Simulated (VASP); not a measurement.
```
SrCl2
1.0
    0.00000     3.40523     3.40523
    3.40523     0.00000     3.40523
    3.40523     3.40523     0.00000
Sr Cl
1 2
Cartesian
  3.40523   3.40523   6.81045
  1.70261   1.70261   1.70261
  5.10784   5.10784   5.10784
```

Method: optB86b-vdW, VASP's PBE PAW potentials (set 64) (plane waves; VASP). Settings: 520 eV cut-off, 6×6×6 Γ-centred mesh, Gaussian smearing of 0.050 eV, potentials Sr_sv Cl.

Predict the energy per atom (σ→0), pressure, band gap (on the k-mesh) with the smallest direct gap where there is one.

```
Quantity                                      Value
-----------------------------------  --------------
band gap (on the k-mesh)                    5.35 eV
smallest direct gap (on the k-mesh)         5.35 eV
energy per atom (σ→0)                -2.470 eV/atom
pressure                                   2.74 GPa
```

Total energies compare only between runs with the same potentials, cut-off and functional.

The compound is SrCl2 in the fluorite structure. This cell is one point of a volume scan, at 0.94 of the reference volume.
